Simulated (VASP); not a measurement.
Input:

```
Fe4N
1.0
    3.69096     0.00000     0.00000
    0.00000     3.69096     0.00000
    0.00000     0.00000     3.69096
Fe N
4 1
Cartesian
  0.00000   1.84548   1.84548
  1.84548   0.00000   1.84548
  1.84548   1.84548   0.00000
  0.00000   0.00000   0.00000
  1.84548   1.84548   1.84548
```

These are PBEsol GGA with spin-orbit coupling, VASP's PBE PAW potentials (set 64) (plane waves; VASP 6.6.1) values and carry that method's errors. Run with 520 eV cut-off, 8×8×8 Γ-centred mesh, Gaussian smearing of 0.050 eV, potentials Fe N.

The run has a spin-polarised start.

Problem. Give the energies of bands 28 to 41 at the high-symmetry points, in eV from the Fermi level.

Solution. 
| band | Γ | X | M | R |
|---|---|---|---|---|
| 28 | -0.70 | -1.26 | -1.55 | -0.62 |
| 29 | -0.69 | -1.25 | -1.40 | -0.62 |
| 30 | -0.66 | -0.94 | -1.31 | -0.62 |
| 31 | -0.27 | -0.88 | -0.91 | -0.45 |
| 32 | -0.24 | -0.35 | -0.89 | -0.45 |
| 33 | -0.23 | -0.25 | -0.80 | -0.44 |
| 34 | -0.23 | -0.24 | -0.76 | -0.36 |
| 35 | -0.22 | -0.22 | -0.30 | -0.35 |
| 36 | -0.19 | -0.20 | 0.22 | -0.32 |
| 37 | -0.13 | -0.17 | 0.23 | -0.32 |
| 38 | -0.10 | 0.16 | 0.47 | -0.29 |
| 39 | -0.09 | 0.16 | 0.56 | -0.29 |
| 40 | 1.38 | 0.18 | 0.57 | -0.28 |
| 41 | 1.40 | 0.19 | 0.69 | 1.28 |

It has no gap at this level: it comes out as a metal or semimetal.

The structure comes from a computed database's Fe4N entry (Pm-3m); how it stands against other phases isn't given here. It was relaxed first.
